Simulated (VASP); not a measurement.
# BaTaCuO5 (P4mm) in VASP: reference runs

How does BaTaCuO5 come out in PBE? The cell is run as given and disturbed.

Program: VASP 6.6.1. These are calculated values, not measurements. Logs are shortened: lines on timing, memory, paths and dates and some standing lists are left out, and cuts for length are marked.

## Step 1: Starting point

It takes space group P4mm (No. 99, tetragonal). Conventional cell: a = 3.805 Å, b = 3.805 Å, c = 9.173 Å, α = 90.00°, β = 90.00°, γ = 90.00°. Around Ta (site symmetry 4mm) lie 5 O at 1.87 to 1.95 Å. Ba (site symmetry 4mm) is surrounded by 8 O at 2.68 to 2.90 Å. Around Cu (site symmetry 4mm) lie 4 O at 1.94 Å. O (site symmetry 4mm) is surrounded by 1 Ta at 1.87 Å. O (site symmetry 2mm) has 2 Cu at 1.94 Å as nearest neighbours. Around O (site symmetry 2mm) lie 2 Ta at 1.95 Å.

The cell comes from a database or a generator and needn't be the stable form of this composition.

## Step 2: Single point, PBE

File INCAR:

```
SYSTEM = BaTaCuO5
  PREC = Accurate
  ENCUT = 520
  EDIFF = 1E-7
  ISMEAR = -1
  SIGMA = 0.05
  LREAL = .FALSE.
  LASPH = .TRUE.
  NELM = 80
  ALGO = Normal
  ISIF = 2
  LWAVE = .FALSE.
  LCHARG = .FALSE.
  GGA = PE
  NBANDS = 41
```

File KPOINTS:

```
Automatic mesh
0
G
  7 7 3
  0 0 0
```

File POSCAR:

```
BaTaCuO5
1.0
    3.8053350000      0.0000000000      0.0000000000
    0.0000000000      3.8053350000      0.0000000000
    0.0000000000      0.0000000000      9.1728540000
Ta Ba Cu O
1 1 1 5
Direct
    0.0000000000      0.0000000000      0.7083950000
    0.5000000000      0.5000000000      0.0293030000
    0.0000000000      0.0000000000      0.2753060000
    0.0000000000      0.0000000000      0.9122970000
    0.0000000000      0.5000000000      0.2356750000
    0.5000000000      0.0000000000      0.2356750000
    0.0000000000      0.5000000000      0.6636100000
    0.5000000000      0.0000000000      0.6636100000
```

Potentials or basis: VASP PAW PBE potentials, release 64 (Ta_pv, Ba_sv, Cu, O).

Run with:

```
cat potpaw_PBE.64/Ta_pv/POTCAR potpaw_PBE.64/Ba_sv/POTCAR potpaw_PBE.64/Cu/POTCAR potpaw_PBE.64/O/POTCAR > POTCAR
mpirun -np 1 vasp_std > vasp.out
```

OUTCAR:

```text
SYSTEM = BaTaCuO5
   PREC = Accurate
   ENCUT = 520
   EDIFF = 1E-7
   ISMEAR = -1
   LREAL = .FALSE.
   LASPH = .TRUE.
   NELM = 80
   ISIF = 2
   GGA = PE

 ion  position               nearest neighbor table
   1  0.000  0.000  0.708-   4 1.87   7 1.95   8 1.95   7 1.95   8 1.95   2 3.99   2 3.99   2 3.99
                             2 3.99
   2  0.500  0.500  0.029-   5 2.68   6 2.68   6 2.68   5 2.68   4 2.90   4 2.90   4 2.90   4 2.90
                             3 3.51   3 3.51   3 3.51   3 3.51   1 3.99   1 3.99   1 3.99   1 3.99
   3  0.000  0.000  0.275-   5 1.94   6 1.94   5 1.94   6 1.94   2 3.51   2 3.51   2 3.51   2 3.51

   4  0.000  0.000  0.912-   1 1.87   2 2.90   2 2.90   2 2.90   2 2.90
   5  0.000  0.500  0.236-   3 1.94   3 1.94   2 2.68   2 2.68
   6  0.500  0.000  0.236-   3 1.94   3 1.94   2 2.68   2 2.68
   7  0.000  0.500  0.664-   1 1.95   1 1.95
   8  0.500  0.000  0.664-   1 1.95   1 1.95

  LATTYP: Found a simple tetragonal cell.
 ALAT       =     3.8053350000
 C/A-ratio  =     2.4105246976

  Lattice vectors:

 A1 = (   3.8053350000,   0.0000000000,   0.0000000000)
 A2 = (   0.0000000000,   3.8053350000,   0.0000000000)
 A3 = (   0.0000000000,   0.0000000000,   9.1728540000)

Analysis of symmetry for initial positions (statically):
=====================================================================
 Subroutine PRICEL returns:
 Original cell was already a primitive cell.

 Routine SETGRP: Setting up the symmetry group for a
 simple tetragonal supercell.

 Subroutine GETGRP returns: Found  8 space group operations
 (whereof  8 operations were pure point group operations)
 out of a pool of 16 trial point group operations.

The static configuration has the point symmetry C_4v.

Analysis of symmetry for dynamics (positions and initial velocities):
=====================================================================
 Subroutine PRICEL returns:
 Original cell was already a primitive cell.

 Routine SETGRP: Setting up the symmetry group for a
 simple tetragonal supercell.

 Subroutine GETGRP returns: Found  8 space group operations
 (whereof  8 operations were pure point group operations)
 out of a pool of 16 trial point group operations.

The dynamic configuration has the point symmetry C_4v.

 Subroutine INISYM returns: Found  8 space group operations
 (whereof  8 operations are pure point group operations),
 and found     1 'primitive' translations

----------------------------------------------------------------------------------------

[... 105 lines left out ...]
   ISIF   =      2    stress and relaxation
   ISYM   =      2    0-nonsym 1-usesym 2-fastsym
   POTIM  = 0.5000    time-step for ionic-motion
   TEBEG  =    0.0;   TEEND  =   0.0 temperature during run
   PSTRESS=    0.0 pullay stress
   NELECT =      62.0000    total number of electrons
   NUPDOWN=      -1.0000    fix difference up-down
   EMIN   =  10.00;   EMAX   =-10.00  energy-range for DOS
   EFERMI =   0.00;   METHOD = LEGACY
   ISMEAR =    -1;   SIGMA  =   0.05  broadening in eV -4-tet -1-fermi 0-gaus
   EFERMI_NEDOS =   21; number of points for ismear=-14 and -15
   IALGO  =     38    algorithm
   IMIX   =      4    mixing-type and parameters
     AMIX     =   0.40;   BMIX     =  1.00
     AMIX_MAG =   1.60;   BMIX_MAG =  1.00
  volume/ion in A,a.u.               =      16.60       112.05
  Fermi-wavevector in a.u.,A,eV,Ry     =   1.269917  2.399795 21.941965  1.612689
  Thomas-Fermi vector in A             =   2.402932
   LORBIT       =      0    0 simple, 1 ext, 2 COOP (PROOUT), +10 PAW based schemes
   GGA     = PE    functional components
   LHFCALC =     F    Hartree Fock is set to
   AEXX    =    0.0000 exact exchange contribution
   IVDW    =     0    specifies the selected vdW correction
   LEPSILON=     F    determine dielectric tensor
   LRPA    =     F    only Hartree local field effects (RPA)
 non-spin polarized calculation
  energy-cutoff  :      520.00
  volume of cell :      132.83
 maximum number of plane-waves:      3595
   NGX = 15   NGY = 15   NGZ = 35

 number of electron      61.9999963 magnetization

 Free energy of the ion-electron system (eV)
  ---------------------------------------------------
  ext. energy  EPLUGINS =         0.00000000
  ---------------------------------------------------
  free energy    TOTEN  =       -58.04093419 eV

  energy without entropy =      -58.01026691  energy(sigma->0) =      -58.02560055

 E-fermi :   1.0295     XC(G=0):  -9.3573

 val. band max:        1.0192575847   @ k =   0.4286   0.2857   0.3333
 cond. band min:       1.0578110388   @ k =   0.2857   0.0000   0.0000
 fundamental gap:      0.0385534541
 Fermi energy:         1.0295185010

 k-point     1 :       0.0000    0.0000    0.0000
  band No.  band energies     occupation
      1     -33.6474      2.00000
      2     -33.3979      2.00000
      3     -33.3979      2.00000
      4     -24.8351      2.00000
      5     -16.9099      2.00000
      6     -16.3508      2.00000
[... 869 lines left out ...]
     40       8.4909      0.00000
     41       8.8438      0.00000

------------------------ aborting loop because EDIFF is reached ----------------------------------------

  FORCE on cell =-STRESS in cart. coord.  units (eV):
  Direction    XX          YY          ZZ          XY          YZ          ZX
  --------------------------------------------------------------------------------------
  -------------------------------------------------------------------------------------
  Total       -0.1267733     -0.1267733     -0.3795246      0.0000000     -0.0000000      0.0000000
  in kB       -1.5291436     -1.5291436     -4.5778365      0.0000000     -0.0000000      0.0000000
  external PRESSURE =      -2.5453745 kB  Pullay stress =       0.0000000 kB

 VOLUME and BASIS-vectors are now :
 -----------------------------------------------------------------------------
  energy-cutoff  :      520.00
  volume of cell :      132.83
      direct lattice vectors                 reciprocal lattice vectors
     3.805335000  0.000000000  0.000000000     0.262788953  0.000000000  0.000000000
     0.000000000  3.805335000  0.000000000     0.000000000  0.262788953  0.000000000
     0.000000000  0.000000000  9.172854000     0.000000000  0.000000000  0.109017324

 POSITION                                       TOTAL-FORCE (eV/Angst)
 -----------------------------------------------------------------------------------
      0.00000      0.00000      6.49800        -0.000000      0.000000      0.130306
      1.90267      1.90267      0.26879        -0.000000     -0.000000      0.064842
      0.00000      0.00000      2.52534        -0.000000      0.000000     -0.018446
      0.00000      0.00000      8.36837        -0.000000      0.000000     -0.121561
      0.00000      1.90267      2.16181         0.000000      0.000000     -0.079284
      1.90267      0.00000      2.16181        -0.000000      0.000000     -0.079284
      0.00000      1.90267      6.08720        -0.000000     -0.000000      0.051714
      1.90267      0.00000      6.08720        -0.000000      0.000000      0.051714
 -----------------------------------------------------------------------------------
    total drift:                               -0.000000     -0.000000      0.001145

  FREE ENERGIE OF THE ION-ELECTRON SYSTEM (eV)
  ---------------------------------------------------
  free  energy   TOTEN  =       -58.0409341914 eV

  energy  without entropy=      -58.0102669060  energy(sigma->0) =      -58.02560055
```

stdout:

```text
POSCAR found type information on POSCAR TaBaCuO
 POSCAR found :  4 types and       8 ions
 scaLAPACK will be used
 LDA part: xc-table for (Slater+PW92), standard interpolation
 POSCAR, INCAR and KPOINTS ok, starting setup
 FFT: planning ... GRIDC
 FFT: planning ... GRID_SOFT
 FFT: planning ... GRID
 WAVECAR not read
 entering main loop
```

Run time: 2.4 min. Hardware: 1 thread of Intel Xeon Platinum 8488C (Sapphire Rapids), shared host; peak memory 0.29 GiB.

What came out:

| Item | Value |
| --- | --- |
| Free energy | -58.0409 eV |
| Pressure | -0.3 GPa |
| Largest force | 0.130 eV/Å |
| Band gap on the k mesh | none (metal or under the smearing width) |

Forces in eV/Å, atoms in the order of the input:
```
Ta   0.000  0.000  0.130
Ba   0.000  0.000  0.065
Cu   0.000  0.000 -0.018
O    0.000  0.000 -0.122
O    0.000  0.000 -0.079
O    0.000  0.000 -0.079
O    0.000  0.000  0.052
O    0.000  0.000  0.052
```

Levels at points of the mesh, in eV from the Fermi level:
```
           k point  band 29  band 30  band 31  band 32  band 33  band 34
(0.00, 0.00, 0.00)    -0.99    -0.52    -0.32    -0.32     2.29     3.47
```

Caveat: the run has no spin polarisation, though such a crystal can be magnetic; semilocal functionals often make such compounds metallic where correlation or magnetic order opens a gap, which also shifts bond lengths. With open d or f shells a metallic result of PBE can be an artefact of self-interaction; +U or a hybrid may open a gap.

## Step 3: Single point, PBE (atoms moved at random, drawn with an rms of 0.05 Å)

File INCAR:

```
  PREC = Accurate
  ENCUT = 520
  EDIFF = 1E-7
  ISMEAR = -1
  SIGMA = 0.05
  LREAL = False
  LASPH = True
  NELM = 100
  ALGO = Normal
  ISIF = 2
  LWAVE = False
  LCHARG = False
  GGA = PE
  NBANDS = 41
```

File KPOINTS:

```
Automatic mesh
0
Gamma
  7 7 3
```

File POSCAR:

```
BaTaCuO5
1.0
    3.8053350000      0.0000000000      0.0000000000
    0.0000000000      3.8053350000      0.0000000000
    0.0000000000      0.0000000000      9.1728540000
Ta Ba Cu O
1 1 1 5
Direct
   -0.0001960000     -0.0076750000      0.7120390000
    0.5044650000      0.5038680000      0.0287920000
    0.0094400000     -0.0091930000      0.2752540000
   -0.0000090000     -0.0067190000      0.9115180000
    0.0016490000      0.4922750000      0.2398380000
    0.4973730000      0.0074580000      0.2366200000
    0.0120200000      0.4958670000      0.6660200000
    0.4929650000     -0.0061160000      0.6665930000
```

Potentials or basis: VASP PAW PBE potentials, release 64 (Ta_pv, Ba_sv, Cu, O).

Run with:

```
cat potpaw_PBE.64/Ta_pv/POTCAR potpaw_PBE.64/Ba_sv/POTCAR potpaw_PBE.64/Cu/POTCAR potpaw_PBE.64/O/POTCAR > POTCAR
mpirun -np 1 vasp_std > vasp.out
```

It took 9.1 min on 1 thread of Intel Xeon Platinum 8488C (Sapphire Rapids), shared host; peak memory 0.51 GiB.

Results (log left out):

| Item | Value |
| --- | --- |
| Free energy | -57.9757 eV |
| Pressure | 0.7 GPa |
| Largest force | 1.397 eV/Å |
| Band gap on the k mesh | none (metal or under the smearing width) |

Forces on the atoms (eV/Å):
```
Ta  -0.386  0.178 -1.330
Ba  -0.055 -0.103  0.332
Cu  -0.378  0.047  0.147
O   -0.010  0.046  1.185
O   -0.052  0.111 -0.326
O    0.449 -0.127 -0.256
O   -0.386 -0.207  0.140
O    0.817  0.056  0.108
```

Stress tensor (GPa, compression positive):
```
 0.32  0.02 -0.52
 0.02  0.01  0.03
-0.52  0.03  1.85
```

Levels at points of the mesh, in eV from the Fermi level:
| k point | band 29 | band 30 | band 31 | band 32 | band 33 | band 34 |
| --- | --- | --- | --- | --- | --- | --- |
| (0.00, 0.00, 0.00) | -0.99 | -0.59 | -0.35 | -0.29 | 2.30 | 3.47 |

Caveat: the run has no spin polarisation, though such a crystal can be magnetic; semilocal functionals often make such compounds metallic where correlation or magnetic order opens a gap, which also shifts bond lengths. The run has no spin-orbit coupling, so splittings on Ba, Ta are missing.
